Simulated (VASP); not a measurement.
# C (Diamond): time-dependent DFT spectra, part 2 of 5

Which functionals bind an exciton in C (Diamond)? The cell has space group Fd-3m. The start is a cell from a database of measured crystal structures.

VASP 6.6.1, plane waves and PAW; the level of theory is named at each step.

So far. Step 3 (Empty bands, functional LDA): WAVECAR now holds 24 bands for 8 electrons. Its independent-particle dielectric tensor has xx, yy, zz = 6.0, 6.0, 6.0 on this mesh, which isn't tested for convergence in mesh or bands and lacks local fields.

## (4) Casida equation on LDA

This step: time-dependent LDA, Casida form; plane waves and PAW (C) (VASP 6.6.1).

The Casida equation, in the Tamm-Dancoff approximation (ANTIRES = 0), couples the pairs by a local exchange-correlation kernel; a semilocal kernel is short-ranged. On this coarse mesh the spectra break into peaks of single stars of k points, and those at the smallest gap weigh too much.

File INCAR:

```
SYSTEM = C
PREC = Accurate
ENCUT = 420
ISMEAR = 0
SIGMA = 0.01
LREAL = .FALSE.
GGA = CA
NBANDS = 24
ALGO = TDHF
NBANDSO = 4
NBANDSV = 4
OMEGAMAX = 25
NEDOS = 1000
CSHIFT = 0.1
PRECFOCK = Fast
LWAVE = .FALSE.
LCHARG = .FALSE.
ANTIRES = 0
LFXC = .TRUE.
LADDER = .FALSE.
```

File POSCAR:

```
C
1.0
    0.0000000000      1.7833700000      1.7833700000
    1.7833700000      0.0000000000      1.7833700000
    1.7833700000      1.7833700000      0.0000000000
C
2
Direct
    0.7500000000      0.7500000000      0.7500000000
    0.5000000000      0.5000000000      0.5000000000
```

File KPOINTS:

```
Automatic mesh
0
Gamma
8 8 8
0 0 0
```

PAW data sets: C (PBE family, release 64).

The run is started by

```sh
$ mpirun -np 8 vasp_std
```

The log of the run:

```text
[banner, memory and clock lines left out]
running    8 mpi-ranks, on    1 nodes
 distrk:  each k-point on    8 cores,    1 groups
 distr:  one band on    1 cores,    8 groups

 POSCAR found type information on POSCAR C
 POSCAR found :  1 types and       2 ions
|                                                                             |
|           W    W    AA    RRRRR   N    N  II  N    N   GGGG   !!!           |
|           W    W   A  A   R    R  NN   N  II  NN   N  G    G  !!!           |
|           W    W  A    A  R    R  N N  N  II  N N  N  G       !!!           |
|           W WW W  AAAAAA  RRRRR   N  N N  II  N  N N  G  GGG   !            |
|           WW  WW  A    A  R   R   N   NN  II  N   NN  G    G                |
|           W    W  A    A  R    R  N    N  II  N    N   GGGG   !!!           |
|                                                                             |
|     For optimal performance we recommend to set                             |
|       NCORE = 2 up to number-of-cores-per-socket                            |
|     NCORE specifies how many cores store one orbital (NPAR=cpu/NCORE).      |
|     This setting can greatly improve the performance of VASP for DFT.       |
|     The default, NCORE=1 might be grossly inefficient on modern             |
|     multi-core architectures or massively parallel machines. Do your        |
|     Unfortunately you need to use the default for GW and RPA                |
|     calculations (for HF NCORE is supported but not extensively tested      |
|     yet).                                                                   |
|                                                                             |

|                                                                             |
|               ----> ADVICE to this user running VASP <----                  |
|                                                                             |
|     You enforced a specific xc type in the INCAR file but a different       |
|     [... a line on the potential file left out ...]
|     I HOPE YOU KNOW WHAT YOU ARE DOING!                                     |
|                                                                             |

|                                                                             |
|           W    W    AA    RRRRR   N    N  II  N    N   GGGG   !!!           |
|           W    W   A  A   R    R  NN   N  II  NN   N  G    G  !!!           |
|           W    W  A    A  R    R  N N  N  II  N N  N  G       !!!           |
|           W WW W  AAAAAA  RRRRR   N  N N  II  N  N N  G  GGG   !            |
|           WW  WW  A    A  R   R   N   NN  II  N   NN  G    G                |
|           W    W  A    A  R    R  N    N  II  N    N   GGGG   !!!           |
|                                                                             |
|     The default for ENCUTGWSOFT is different in this version of VASP.       |
|     please manually set ENCUTGWSOFT =280 in the INCAR file.                 |
|                                                                             |

 LDA part: xc-table for (Slater(with rela. corr.)+CA(PZ))
 , standard interpolation
 found WAVECAR, reading the header
 POSCAR, INCAR and KPOINTS ok, starting setup
 FFT: planning ... GRIDC
 FFT: planning ... GRID_SOFT
 FFT: planning ... GRID
 reading WAVECAR
 the WAVECAR file was read successfully
 initial charge from wavefunction
 available memory per node:     27.87 GB, setting MAXMEM to     28541

 The Fermi energy was updated, please check that it is located mid-gap
 values below the HOMO (VB) or above the LUMO (CB) will cause erroneous energies
 E-fermi :  11.5576

 the WAVEDER file was read successfully
 responsefunction array rank=     128
 LDA part: xc-table for (Slater(with rela. corr.)+CA(PZ))
 , standard interpolation

 min. memory requirement per mpi rank     43.8 MB, per node    350.6 MB

 Doing            0  frequencies on each core in blocks of            0
 parallelization over k-points
 Using distributed matrix
 Using distributed eigensolver
 allocating two-electron 4 orbital integral table    4    4    4    4
 BSE setting up matrix
 available memory per node:     27.78 GB, setting MAXMEM to     28450
 Calculate matrix elements of the BSE Hamiltonian:
 Workload is divided into blocks of two-electron 4 orbital integrals computed in
  parallel.
 Each block/integral has dimensions  of (   4,   4,   4,   4) orbitals
 Total number of blocks/integrals:               131328
 Number of spins:                                     1
 Number of kpoints:                                 512
 Spin channel:                                        1
  Number of blocks of unoccupied bands:               1
  Number of blocks of occupied bands:                 1
 Number of rows/columns of blocks:                  512

                                                        Time (sec)
               Integrals                 Ranks       Real         CPU
  [         1 -       4096/    131328]     8         0.90        0.00
  [      4097 -       8192/    131328]     8         1.79        0.00
  [      8193 -      12288/    131328]     8         2.72        0.00
  [     12289 -      16384/    131328]     8         3.56        0.00
  [     16385 -      20480/    131328]     8         4.40        0.00
  [     20481 -      24576/    131328]     8         5.18        0.00
  [     24577 -      28672/    131328]     8         6.03        0.00
  [     28673 -      32768/    131328]     8         6.85        0.00
  [     32769 -      36864/    131328]     8         7.71        0.00
  [     36865 -      40960/    131328]     8         8.59        0.00
  [     40961 -      45056/    131328]     8         9.58        0.00
  [     45057 -      49152/    131328]     8        10.49        0.00
  [     49153 -      53248/    131328]     8        11.37        0.00
  [     53249 -      57344/    131328]     8        12.25        0.00
  [     57345 -      61440/    131328]     8        13.15        0.00
  [     61441 -      65536/    131328]     8        14.05        0.00
  [     65537 -      69632/    131328]     8        14.87        0.00
  [     69633 -      73728/    131328]     8        15.58        0.00
  [     73729 -      77824/    131328]     8        16.36        0.00
  [     77825 -      81920/    131328]     8        17.20        0.00
  [     81921 -      86016/    131328]     8        18.03        0.00
  [     86017 -      90112/    131328]     8        18.88        0.00
  [     90113 -      94208/    131328]     8        19.78        0.00
  [     94209 -      98304/    131328]     8        20.73        0.00
  [     98305 -     102400/    131328]     8        21.54        0.00
  [    102401 -     106496/    131328]     8        22.34        0.00
  [    106497 -     110592/    131328]     8        23.17        0.00
  [    110593 -     114688/    131328]     8        24.00        0.00
  [    114689 -     118784/    131328]     8        24.84        0.00
  [    118785 -     122880/    131328]     8        25.68        0.00
  [    122881 -     126976/    131328]     8        26.53        0.00
  [    126977 -     131072/    131328]     8        27.32        0.00
  [    131073 -     131328/    131328]     8        27.41        0.00

 BSE redistributing all elements
 BSE diagonalizing matrix PDSYEVX_ZHEEVX_DESC
 BSE calculating oscillator strength
```

It took 1.7 min on 8 MPI ranks of Intel Xeon Platinum 8488C (Sapphire Rapids), shared host; peak memory 3.4 GiB.

OUTCAR, selected parts (step 4):

```text
 Found     29 irreducible k-points:

   k-points           NKPTS =     29   k-points in BZ     NKDIM =    512   number of bands    NBANDS=     24

   NELECT =       8.0000    total number of electrons

 E-fermi :  11.5576

[... 8 parts as in an earlier step ...]
```

This step gave:

```
lowest excitation : 5.534 eV
```

The imaginary dielectric function, xx has structure finer than the step of the table below, so its rows give means over 1 eV, whole bins alone (the curve runs from 0 to 25 eV). Peaks (eV: height): 7.1: 8.88, 10.0: 15.0, 10.5: 16.1, 11.0: 36.5, 12.0: 10.1, 13.8: 15.6, 14.1: 15.8.

From 4 filled and 4 empty bands alone, without any pair above OMEGAMAX = 25 eV, so strength is missing wherever others contribute; lines are broadened by CSHIFT, which also makes the tail under the first line. The imaginary dielectric function, xx by photon energy; means over each step:

| photon energy (eV) | imaginary dielectric function, xx |
| --- | --- |
| 1 | 0.00942 |
| 2 | 0.0206 |
| 3 | 0.0366 |
| 4 | 0.0682 |
| 5 | 0.500 |
| 6 | 0.909 |
| 7 | 4.44 |
| 8 | 2.41 |
| 9 | 5.95 |
| 10 | 9.07 |
| 11 | 19.8 |
| 12 | 6.36 |
| 13 | 6.15 |
| 14 | 12.6 |
| 15 | 4.00 |
| 16 | 2.24 |
| 17 | 2.01 |
| 18 | 1.81 |
| 19 | 2.01 |
| 20 | 1.01 |
| 21 | 0.907 |
| 22 | 1.05 |
| 23 | 0.646 |
| 24 | 0.238 |

The lowest excitation lies at 5.534 eV, +0 meV against the direct gap of these orbitals. Peak heights aren't converged with the mesh, least of all at the onset.

## (5) Random-phase approximation on LDA

This step: RPA spectrum on LDA; plane waves and PAW (C) (VASP 6.6.1).

With the exchange-correlation kernel off, only the local fields remain: the random-phase approximation.

INCAR: that of step 4 with these lines changed.

```diff
@@ -18,3 +18,3 @@
 ANTIRES = 0
-LFXC = .TRUE.
+LFXC = .FALSE.
 LADDER = .FALSE.
```

POSCAR is that of step 4.

KPOINTS is that of step 4.

The run is started by

```sh
$ mpirun -np 8 vasp_std
```

The log of the run:

```text
[banner, memory and clock lines left out]
 LDA part: xc-table for (Slater(with rela. corr.)+CA(PZ))
 , standard interpolation
 found WAVECAR, reading the header
 POSCAR, INCAR and KPOINTS ok, starting setup
 FFT: planning ... GRIDC
 FFT: planning ... GRID_SOFT
 FFT: planning ... GRID
 reading WAVECAR
 the WAVECAR file was read successfully
 initial charge from wavefunction
 available memory per node:     27.87 GB, setting MAXMEM to     28535

 Doing            0  frequencies on each core in blocks of            0
 parallelization over k-points
 Using distributed matrix
 Using distributed eigensolver
 allocating two-electron 4 orbital integral table    4    4    4    4
 BSE setting up matrix
 available memory per node:     27.76 GB, setting MAXMEM to     28427
 Calculate matrix elements of the BSE Hamiltonian:
 Workload is divided into blocks of two-electron 4 orbital integrals computed in
  parallel.
 Each block/integral has dimensions  of (   4,   4,   4,   4) orbitals
 Total number of blocks/integrals:               131328
 Number of spins:                                     1
 Number of kpoints:                                 512
 Spin channel:                                        1
  Number of blocks of unoccupied bands:               1
  Number of blocks of occupied bands:                 1
 Number of rows/columns of blocks:                  512

                                                        Time (sec)
               Integrals                 Ranks       Real         CPU
  [         1 -       4096/    131328]     8         0.91        0.00
  [      4097 -       8192/    131328]     8         1.87        0.00
  [      8193 -      12288/    131328]     8         2.76        0.00
  [     12289 -      16384/    131328]     8         3.65        0.00
  [     16385 -      20480/    131328]     8         4.50        0.00
  [     20481 -      24576/    131328]     8         5.27        0.00
  [     24577 -      28672/    131328]     8         6.04        0.00
  [     28673 -      32768/    131328]     8         6.85        0.00
  [     32769 -      36864/    131328]     8         7.71        0.00
  [     36865 -      40960/    131328]     8         8.47        0.00
  [     40961 -      45056/    131328]     8         9.28        0.00
  [     45057 -      49152/    131328]     8        10.09        0.00
  [     49153 -      53248/    131328]     8        10.86        0.00
  [     53249 -      57344/    131328]     8        11.65        0.00
  [     57345 -      61440/    131328]     8        12.48        0.00
  [     61441 -      65536/    131328]     8        13.36        0.00
  [     65537 -      69632/    131328]     8        14.14        0.00
  [     69633 -      73728/    131328]     8        14.99        0.00
  [     73729 -      77824/    131328]     8        15.86        0.00
  [     77825 -      81920/    131328]     8        16.72        0.00
  [     81921 -      86016/    131328]     8        17.60        0.00
  [     86017 -      90112/    131328]     8        18.45        0.00
  [     90113 -      94208/    131328]     8        19.22        0.00
  [     94209 -      98304/    131328]     8        20.00        0.00
  [     98305 -     102400/    131328]     8        20.82        0.00
  [    102401 -     106496/    131328]     8        21.62        0.00
  [    106497 -     110592/    131328]     8        22.44        0.00
  [    110593 -     114688/    131328]     8        23.29        0.00
  [    114689 -     118784/    131328]     8        24.17        0.00
  [    118785 -     122880/    131328]     8        25.04        0.00
  [    122881 -     126976/    131328]     8        25.89        0.00
  [    126977 -     131072/    131328]     8        26.70        0.00
  [    131073 -     131328/    131328]     8        26.80        0.00

[... 8 parts as in an earlier step ...]
```

Run time: 1.7 min. Hardware: 8 MPI ranks; peak memory 3.4 GiB.

Parts of OUTCAR (step 5):

```text
   NELECT =       8.0000    total number of electrons

 E-fermi :  11.5576

[... 9 parts as in an earlier step ...]

[... 1 further part left out ...]
```

Numbers from this step:

- lowest excitation: 5.535 eV

The imaginary dielectric function, xx has structure finer than the step of the table below, so its rows give means over 1 eV, whole bins alone (the curve runs from 0 to 25 eV). Peaks (eV: height): 7.1: 8.03, 10.0: 13.0, 10.5: 13.5, 11.0: 34.1, 12.0: 9.60, 13.8: 15.1, 14.5: 16.8.

From 4 filled and 4 empty bands alone, without any pair above OMEGAMAX = 25 eV, so strength is missing wherever others contribute; lines are broadened by CSHIFT, which also makes the tail under the first line. Table of imaginary dielectric function, xx by photon energy; means over each step:

| photon energy (eV) | imaginary dielectric function, xx |
| --- | --- |
| 1 | 0.00878 |
| 2 | 0.0191 |
| 3 | 0.0339 |
| 4 | 0.0630 |
| 5 | 0.462 |
| 6 | 0.844 |
| 7 | 3.99 |
| 8 | 2.19 |
| 9 | 5.12 |
| 10 | 7.73 |
| 11 | 18.8 |
| 12 | 6.42 |
| 13 | 5.69 |
| 14 | 12.8 |
| 15 | 5.50 |
| 16 | 2.65 |
| 17 | 2.24 |
| 18 | 2.11 |
| 19 | 2.33 |
| 20 | 1.45 |
| 21 | 1.15 |
| 22 | 1.36 |
| 23 | 0.931 |
| 24 | 0.359 |

The lowest excitation lies at 5.535 eV, +1 meV against the direct gap of these orbitals. Peak heights aren't converged with the mesh, least of all at the onset.

## (6) Orbitals for ground state at HSE06

This step: LDA; plane waves and PAW (C) (VASP 6.6.1).

A hybrid converges faster from good orbitals, so a cheap LDA run writes WAVECAR first.

File INCAR:

```
SYSTEM = C
PREC = Accurate
ENCUT = 420
EDIFF = 1E-05
NELM = 100
ISMEAR = 0
SIGMA = 0.01
LREAL = .FALSE.
ALGO = Normal
GGA = CA
NBANDS = 10
LORBIT = 11
LWAVE = .TRUE.
LCHARG = .FALSE.
KPAR = 8
```

POSCAR is that of step 5.

KPOINTS is that of step 5.

The run is started by

```sh
$ mpirun -np 8 vasp_std
```

The log of the run:

```text
[banner, memory and clock lines left out]
running    8 mpi-ranks, on    1 nodes
 distrk:  each k-point on    1 cores,    8 groups
 distr:  one band on    1 cores,    1 groups

 POSCAR found type information on POSCAR C
 POSCAR found :  1 types and       2 ions
 [... a notice as in an earlier step ...]

 [... a notice as in an earlier step ...]

 LDA part: xc-table for (Slater(with rela. corr.)+CA(PZ))
 , standard interpolation
 POSCAR, INCAR and KPOINTS ok, starting setup
 FFT: planning ... GRIDC
 FFT: planning ... GRID_SOFT
 FFT: planning ... GRID
 WAVECAR not read
 entering main loop
       N       E                     dE             d eps       ncg     rms          rms(c)
[... 8 cycles as in an earlier step ...]
DAV:   9    -0.202622625210E+02    0.87455E-05   -0.25729E-05   644   0.413E-02
   1 F= -.20262263E+02 E0= -.20262263E+02  d E =-.514383E-19
 writing wavefunctions
```

Elapsed: 1.2 s, on 8 MPI ranks; peak memory 0.82 GiB.

OUTCAR, selected parts (step 6):

```text
   NELECT =       8.0000    total number of electrons

 E-fermi :   9.5700

 k-point     1 :       0.0000    0.0000    0.0000
  band No.  band energies     occupation
      1     -11.8289      2.00000
      2       9.5116      2.00000
      3       9.5116      2.00000
      4       9.5116      2.00000
      5      15.0456      0.00000
      6      15.0456      0.00000
      7      15.0456      0.00000
      8      23.0650      0.00000
      9      28.5004      0.00000
    ...

  Total       -0.9972142     -0.9972142     -0.9972142     -0.0000000      0.0000000      0.0000000
  in kB     -140.8460504   -140.8460504   -140.8460504     -0.0000000      0.0000000      0.0000000
  external PRESSURE =    -140.8460504 kB  Pullay stress =       0.0000000 kB

  FREE ENERGIE OF THE ION-ELECTRON SYSTEM (eV)
  ---------------------------------------------------
  free  energy   TOTEN  =       -20.2622625210 eV

  energy  without entropy=      -20.2622625210  energy(sigma->0) =      -20.26226252

[... 11 parts as in an earlier step ...]

[... 7 further parts left out ...]
```

This step gave:

| Quantity | Value |
| --- | --- |
| Fermi energy | 9.57 eV |
| pressure | -14.08 GPa |

The run ends at a pressure of -14.08 GPa.

(Part 2 of 5 ends here.)

[Lines on the potential files, build, host, timing and source positions are cut from VASP's logs without a mark.]

[Logs are printed without paths, hosts, clocks, repeated set-up lines and the standing remarks that a program may print on its own settings, such as how far it seeks lower states.]

[Hosts, paths, dates, database ids (printed as entryN), source tags and the programs' standing remarks are cut or masked in the printed files.]

[Pressures printed for these runs are not shown converged in the cutoff: they can be off by several GPa and have the wrong sign.]
